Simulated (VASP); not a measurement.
A VASP calculation is set up with these files.

**INCAR**
```
# general
SYSTEM  = InP
PREC    = Accurate
ENCUT   = 400
LREAL   = .False.
LASPH   = .True.

# electronic loop
EDIFF   = 1E-6
NELM    = 100
ALGO    = Normal
LMAXMIX = 4

# smearing
ISMEAR  = 0
SIGMA   = 0.05

# ions
IBRION  = 2
NSW     = 60
ISIF    = 3
EDIFFG  = -0.01

# output
LWAVE   = .False.
LCHARG  = .False.
```

POSCAR:
```
InP
1.0
  0.0000000000   2.9519750000   2.9519750000
  2.9519750000   0.0000000000   2.9519750000
  2.9519750000   2.9519750000   0.0000000000
In P
1 1
Direct
  0.0000000000   0.0000000000   0.0000000000
  0.2500000000   0.2500000000   0.2500000000
```

**KPOINTS**
```
Automatic
0
G
7 7 7
0 0 0
```

POTCAR, in this order: In_d P (LDA.64 set). Program: vasp_std.

Q: Write an equivalent input for Ansatz.

A: One equivalent input (not run):
Ansatz 0.2 input:
```yaml
crystal:
  lattice:
    - [0.0000000, 2.9519750, 2.9519750]
    - [2.9519750, 0.0000000, 2.9519750]
    - [2.9519750, 2.9519750, 0.0000000]
  atoms:
    - { symbol: In, position: [0.0000000, 0.0000000, 0.0000000] }
    - { symbol: P, position: [0.2500000, 0.2500000, 0.2500000] }
kpoints:
  mp_grid: { grid: [7, 7, 7] }
hamiltonian:
  xc: lda
  pseudopotentials: { kind: paw }
scf:
  occupations: { method: gaussian, width: 0.05 }
  max_iter: 100
relax:
  max_steps: 60
  f_tol: 0.01
  cell: {}
output: { forces: true, stress: true, eigenvalues: true }
```
Limits of the translation: each code has its own PAW files, so the cut-off isn't converted (ENCUT is set for VASP's; basis.ecutwfc is left out, and Ansatz then takes the one that its files recommend); Ansatz stops its SCF on the density residual and VASP on the energy change (EDIFF); Ansatz's lda is the Perdew-Wang form, while the LDA potentials of VASP carry Perdew-Zunger's.

The structure comes from a computed database's InP entry (F-43m); how it stands against other phases isn't given here. This run relaxes it. Symmetry was kept, so distortions that lower it aren't found.
